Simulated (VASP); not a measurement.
Method: PBE GGA, VASP's PBE PAW potentials (set 64) (plane waves; VASP).

VASP input:

**KPOINTS**
```
Regular mesh
0
G
7 7 4
0 0 0
```

### INCAR
```
SYSTEM  =  Nd
PREC  =  Accurate; ENCUT  =  300; LREAL  =  .FALSE.
LASPH  =  .TRUE.
EDIFF  =  1E-6; NELM  =  100; ALGO  =  Normal
LMAXMIX  =  6
ISMEAR  =  -1; SIGMA  =  0.1
GGA  =  PE
MAGMOM  =  3.0 3.0
ISPIN  =  2
ISIF  =  2
LWAVE  =  .FALSE.; LCHARG  =  .FALSE.; LORBIT  =  11
```

**POSCAR**
```
Nd
1
    3.5774660000     0.0000000000     0.0000000000
   -1.7887320000     3.0981760000     0.0000000000
    0.0000000000     0.0000000000     5.8083510000
Nd
2
Direct
  0.3420000000   0.6722450000   0.2468530000
  0.6580000000   0.3277550000   0.7531470000
```

POTCAR, in this order: Nd (PBE.64 set). Program: vasp_std.

The resulting files:

**OSZICAR**
```
...
DAV:  12    -0.127465876424E+02    0.19400E+01   -0.40802E+00 13258   0.166E+01    0.132E+01
DAV:  13    -0.124395196471E+02    0.30707E+00   -0.19638E+00 16627   0.103E+01    0.878E+00
DAV:  14    -0.124608579756E+02   -0.21338E-01   -0.33331E-01 12156   0.217E+00    0.884E+00
DAV:  15    -0.124789478424E+02   -0.18090E-01   -0.22652E-01 16593   0.164E+00    0.893E+00
DAV:  16    -0.124857496054E+02   -0.68018E-02   -0.16875E-01 13603   0.918E-01    0.910E+00
DAV:  17    -0.124844656813E+02    0.12839E-02   -0.14206E-01 16404   0.106E+00    0.889E+00
DAV:  18    -0.125075055485E+02   -0.23040E-01   -0.13394E-01 14825   0.951E-01    0.861E+00
DAV:  19    -0.124989698504E+02    0.85357E-02   -0.11031E-01 14710   0.933E-01    0.887E+00
DAV:  20    -0.125111787546E+02   -0.12209E-01   -0.81446E-02 15633   0.510E-01    0.884E+00
DAV:  21    -0.125113450984E+02   -0.16634E-03   -0.59483E-02 14827   0.411E-01    0.886E+00
DAV:  22    -0.125223114850E+02   -0.10966E-01   -0.55374E-02 15784   0.443E-01    0.893E+00
DAV:  23    -0.125363697682E+02   -0.14058E-01   -0.42854E-02 14264   0.564E-01    0.892E+00
DAV:  24    -0.125691280805E+02   -0.32758E-01   -0.57620E-02 15048   0.937E-01    0.873E+00
DAV:  25    -0.125836285949E+02   -0.14501E-01   -0.44901E-02 14515   0.808E-01    0.868E+00
DAV:  26    -0.125667159676E+02    0.16913E-01   -0.39743E-02 14776   0.956E-01    0.863E+00
DAV:  27    -0.125825373383E+02   -0.15821E-01   -0.24446E-02 15544   0.584E-01    0.854E+00
DAV:  28    -0.125826511444E+02   -0.11381E-03   -0.23161E-02 15016   0.715E-01    0.825E+00
DAV:  29    -0.125693154442E+02    0.13336E-01   -0.18075E-02 15896   0.525E-01    0.826E+00
DAV:  30    -0.125730843147E+02   -0.37689E-02   -0.11086E-02 15947   0.277E-01    0.825E+00
DAV:  31    -0.125798426046E+02   -0.67583E-02   -0.83739E-03 15720   0.226E-01    0.824E+00
DAV:  32    -0.125997883069E+02   -0.19946E-01   -0.22741E-02 14944   0.778E-01    0.814E+00
DAV:  33    -0.125827972421E+02    0.16991E-01   -0.16813E-02 15498   0.734E-01    0.810E+00
DAV:  34    -0.126109634676E+02   -0.28166E-01   -0.60707E-02 14331   0.161E+00    0.815E+00
DAV:  35    -0.126181123018E+02   -0.71488E-02   -0.33565E-02 15839   0.962E-01    0.830E+00
DAV:  36    -0.126756348549E+02   -0.57523E-01   -0.47172E-02 14424   0.126E+00    0.818E+00
DAV:  37    -0.126527329640E+02    0.22902E-01   -0.15669E-02 15155   0.554E-01    0.823E+00
DAV:  38    -0.127391916615E+02   -0.86459E-01   -0.78549E-02 14256   0.186E+00    0.781E+00
DAV:  39    -0.128128745963E+02   -0.73683E-01   -0.10663E-01 15059   0.212E+00    0.747E+00
DAV:  40    -0.128425080419E+02   -0.29633E-01   -0.43877E-02 15856   0.118E+00    0.712E+00
DAV:  41    -0.128504347582E+02   -0.79267E-02   -0.49453E-02 15051   0.132E+00    0.699E+00
DAV:  42    -0.128410997190E+02    0.93350E-02   -0.14649E-01 14776   0.247E+00    0.710E+00
DAV:  43    -0.128870281009E+02   -0.45928E-01   -0.52614E-02 15116   0.132E+00    0.729E+00
DAV:  44    -0.129099726946E+02   -0.22945E-01   -0.26702E-02 15424   0.105E+00    0.711E+00
DAV:  45    -0.128665207727E+02    0.43452E-01   -0.38028E-02 15616   0.143E+00    0.664E+00
DAV:  46    -0.128777704338E+02   -0.11250E-01   -0.66668E-03 14721   0.346E-01    0.653E+00
DAV:  47    -0.128058766755E+02    0.71894E-01   -0.10162E-01 14328   0.230E+00    0.632E+00
DAV:  48    -0.128423835235E+02   -0.36507E-01   -0.18776E-02 15550   0.919E-01    0.632E+00
DAV:  49    -0.128310789605E+02    0.11305E-01   -0.10937E-02 15408   0.522E-01    0.636E+00
DAV:  50    -0.128600617081E+02   -0.28983E-01   -0.26214E-02 15086   0.124E+00    0.648E+00
DAV:  51    -0.129480448051E+02   -0.87983E-01   -0.15168E-01 14104   0.288E+00    0.717E+00
DAV:  52    -0.129589567372E+02   -0.10912E-01   -0.82956E-02 15859   0.231E+00    0.768E+00
DAV:  53    -0.129208887783E+02    0.38068E-01   -0.39706E-02 15030   0.157E+00    0.699E+00
DAV:  54    -0.128989521013E+02    0.21937E-01   -0.24062E-02 15832   0.100E+00    0.682E+00
DAV:  55    -0.129177107577E+02   -0.18759E-01   -0.58100E-03 15022   0.566E-01    0.679E+00
DAV:  56    -0.128414885370E+02    0.76222E-01   -0.10716E+00 14824   0.805E+00    0.807E+00
DAV:  57    -0.128378062768E+02    0.36823E-02   -0.44125E-01 15012   0.492E+00    0.620E+00
DAV:  58    -0.128893892104E+02   -0.51583E-01   -0.95051E-02 15835   0.185E+00    0.534E+00
DAV:  59    -0.129079069891E+02   -0.18518E-01   -0.30393E-02 15666   0.715E-01    0.524E+00
DAV:  60    -0.129098489876E+02   -0.19420E-02   -0.15321E-02 15672   0.427E-01    0.521E+00
DAV:  61    -0.129351239836E+02   -0.25275E-01   -0.38993E-02 14656   0.155E+00    0.579E+00
DAV:  62    -0.129370290739E+02   -0.19051E-02   -0.86498E-02 15240   0.199E+00    0.597E+00
DAV:  63    -0.129394442751E+02   -0.24152E-02   -0.45256E-02 15051   0.118E+00    0.599E+00
DAV:  64    -0.129356196414E+02    0.38246E-02   -0.47447E-02 15832   0.114E+00    0.577E+00
DAV:  65    -0.129417097921E+02   -0.60902E-02   -0.19894E-02 15319   0.524E-01    0.579E+00
DAV:  66    -0.129131402528E+02    0.28570E-01   -0.76627E-02 15840   0.201E+00    0.493E+00
DAV:  67    -0.129087876983E+02    0.43526E-02   -0.30806E-02 15112   0.130E+00    0.490E+00
DAV:  68    -0.129343131905E+02   -0.25525E-01   -0.17678E-02 15051   0.102E+00    0.479E+00
DAV:  69    -0.129429050296E+02   -0.85918E-02   -0.21755E-02 15883   0.100E+00    0.470E+00
DAV:  70    -0.129425179423E+02    0.38709E-03   -0.40794E-03 14927   0.241E-01    0.467E+00
DAV:  71    -0.129540994534E+02   -0.11582E-01   -0.26775E-02 15064   0.125E+00    0.495E+00
DAV:  72    -0.129237106380E+02    0.30389E-01   -0.78676E-02 14352   0.215E+00    0.507E+00
DAV:  73    -0.129306788543E+02   -0.69682E-02   -0.13101E-02 16026   0.742E-01    0.502E+00
DAV:  74    -0.129109887043E+02    0.19690E-01   -0.93522E-02 15032   0.203E+00    0.575E+00
DAV:  75    -0.129062062688E+02    0.47824E-02   -0.10163E-01 14440   0.211E+00    0.642E+00
DAV:  76    -0.128979284996E+02    0.82778E-02   -0.11280E-01 15560   0.211E+00    0.666E+00
DAV:  77    -0.129296041957E+02   -0.31676E-01   -0.42166E-02 14983   0.103E+00    0.591E+00
DAV:  78    -0.129443318105E+02   -0.14728E-01   -0.35968E-02 15744   0.123E+00    0.479E+00
DAV:  79    -0.129501733799E+02   -0.58416E-02   -0.58683E-02 15817   0.157E+00    0.426E+00
DAV:  80    -0.129183507491E+02    0.31823E-01   -0.31121E-01 15328   0.408E+00    0.311E+00
DAV:  81    -0.129629313047E+02   -0.44581E-01   -0.11220E-01 15625   0.241E+00    0.961E-01
DAV:  82    -0.129780606363E+02   -0.15129E-01   -0.48676E-02 15649   0.164E+00    0.597E-01
DAV:  83    -0.129737290519E+02    0.43316E-02   -0.36634E-02 15320   0.134E+00    0.911E-01
DAV:  84    -0.129802754128E+02   -0.65464E-02   -0.23917E-02 14926   0.106E+00    0.909E-01
DAV:  85    -0.129837670850E+02   -0.34917E-02   -0.91114E-03 16224   0.521E-01    0.922E-01
DAV:  86    -0.129875016015E+02   -0.37345E-02   -0.96576E-03 16123   0.822E-01    0.749E-01
DAV:  87    -0.129876510153E+02   -0.14941E-03   -0.29477E-03 16147   0.292E-01    0.724E-01
DAV:  88    -0.129892660251E+02   -0.16150E-02   -0.31038E-03 15464   0.326E-01    0.709E-01
DAV:  89    -0.129905572539E+02   -0.12912E-02   -0.46662E-03 15688   0.431E-01    0.691E-01
DAV:  90    -0.129910594801E+02   -0.50223E-03   -0.26418E-03 15704   0.280E-01    0.686E-01
DAV:  91    -0.129790617995E+02    0.11998E-01   -0.16922E-01 14632   0.306E+00    0.713E-01
DAV:  92    -0.129912695881E+02   -0.12208E-01   -0.34915E-02 15536   0.140E+00    0.451E-01
DAV:  93    -0.129955476044E+02   -0.42780E-02   -0.21015E-02 15840   0.100E+00    0.369E-01
DAV:  94    -0.129952318288E+02    0.31578E-03   -0.27519E-02 14960   0.115E+00    0.315E-01
DAV:  95    -0.129947560961E+02    0.47573E-03   -0.30658E-02 15128   0.135E+00    0.383E-01
DAV:  96    -0.130004654996E+02   -0.57094E-02   -0.84794E-03 15024   0.764E-01    0.296E-01
DAV:  97    -0.130013407190E+02   -0.87522E-03   -0.34618E-03 15312   0.367E-01    0.286E-01
DAV:  98    -0.130008843647E+02    0.45635E-03   -0.13116E-03 14351   0.250E-01    0.304E-01
DAV:  99    -0.130015108818E+02   -0.62652E-03   -0.71443E-04 15408   0.158E-01    0.289E-01
DAV: 100    -0.130018015979E+02   -0.29072E-03   -0.29935E-03 15784   0.432E-01
   1 F= -.13001802E+02 E0= -.12866813E+02  d E =-.269978E+00  mag=     8.1583
```

OUTCAR:
```
------------------------ aborting loop EDIFF was not reached (unconverged)  ----------------------------
  FORCE on cell =-STRESS in cart. coord.  units (eV):
  Direction    XX          YY          ZZ          XY          YZ          ZX
  --------------------------------------------------------------------------------------
  Total       -0.5102985     -0.4777316     -0.6774870      0.0135099     -0.0322640      0.0432809
  in kB      -12.6999038    -11.8894034    -16.8607580      0.3362224     -0.8029612      1.0771410
  external PRESSURE =     -13.8166884 kB  Pullay stress =       0.0000000 kB
  volume of cell :       64.38
      direct lattice vectors                 reciprocal lattice vectors
     3.577466000  0.000000000  0.000000000     0.279527464  0.161385189  0.000000000
    -1.788732000  3.098176000  0.000000000     0.000000000  0.322770559  0.000000000
     0.000000000  0.000000000  5.808351000     0.000000000  0.000000000  0.172165904
 POSITION                                       TOTAL-FORCE (eV/Angst)
 -----------------------------------------------------------------------------------
      0.02103      2.08273      1.43381        -0.017994     -0.014588      0.050793
      1.76771      1.01544      4.37454         0.017994      0.014588     -0.050793
 -----------------------------------------------------------------------------------
    total drift:                               -0.000000      0.000000      0.000000
  FREE ENERGIE OF THE ION-ELECTRON SYSTEM (eV)
  ---------------------------------------------------
  free  energy   TOTEN  =       -13.0018015979 eV

  energy  without entropy=      -12.7318239517  energy(sigma->0) =      -12.86681277

 total charge

# of ion       s       p       d       f       tot
--------------------------------------------------
    1        2.013   5.339   0.599   3.258  11.209
    2        2.013   5.339   0.599   3.258  11.209
--------------------------------------------------
tot          4.026  10.678   1.198   6.517  22.419

 magnetization (x)

# of ion       s       p       d       f       tot
--------------------------------------------------
    1       -0.004  -0.070   0.212   3.225   3.364
    2       -0.004  -0.070   0.212   3.225   3.364
--------------------------------------------------
tot         -0.008  -0.140   0.425   6.450   6.727
```
(Selected blocks of OUTCAR.)

**stdout**
```
...
 -----------------------------------------------------------------------------
|                                                                             |
|           W    W    AA    RRRRR   N    N  II  N    N   GGGG   !!!           |
|           W    W   A  A   R    R  NN   N  II  NN   N  G    G  !!!           |
|           W    W  A    A  R    R  N N  N  II  N N  N  G       !!!           |
|           W WW W  AAAAAA  RRRRR   N  N N  II  N  N N  G  GGG   !            |
|           WW  WW  A    A  R   R   N   NN  II  N   NN  G    G                |
|           W    W  A    A  R    R  N    N  II  N    N   GGGG   !!!           |
|                                                                             |
|     The electronic self-consistency was not achieved in the given           |
|     number of steps (NELM). The forces and other quantities evaluated       |
|     might not be reliable so examine the results carefully. If you find     |
|     spurious results, we suggest increasing NELM, if you were close to      |
|     convergence or switching to a different ALGO or adjusting the           |
|     density mixing parameters otherwise.                                    |
|                                                                             |
 -----------------------------------------------------------------------------

 -----------------------------------------------------------------------------
|                                                                             |
|           W    W    AA    RRRRR   N    N  II  N    N   GGGG   !!!           |
|           W    W   A  A   R    R  NN   N  II  NN   N  G    G  !!!           |
|           W    W  A    A  R    R  N N  N  II  N N  N  G       !!!           |
|           W WW W  AAAAAA  RRRRR   N  N N  II  N  N N  G  GGG   !            |
|           WW  WW  A    A  R   R   N   NN  II  N   NN  G    G                |
|           W    W  A    A  R    R  N    N  II  N    N   GGGG   !!!           |
|                                                                             |
|     Your highest band is occupied at some k-points! Unless you are          |
|     performing a calculation for an insulator or semiconductor, without     |
|     unoccupied bands, you have included TOO FEW BANDS!! Please increase     |
|     the parameter NBANDS in file INCAR to ensure that the highest band      |
|     is unoccupied at all k-points. It is always recommended to include      |
|     a few unoccupied bands to accelerate the convergence of                 |
|     molecular-dynamics runs (even for insulators or semiconductors),        |
|     since the presence of unoccupied bands improves wavefunction            |
|     prediction and helps to suppress 'band-crossings'.                      |
|                                                                             |
 -----------------------------------------------------------------------------

   1 F= -.13001802E+02 E0= -.12866813E+02  d E =-.269978E+00  mag=     8.1583
```

Convergence was not reached.

At this cut-off the stress carries a Pulay error, which pulls relaxed volumes low.

The structure was generated: Nd was put into an ordered model structure, which need not be its known phase. The cell was not relaxed at this level, atoms are displaced from their ideal sites. VASP warned that the highest band is occupied, so more bands are needed.
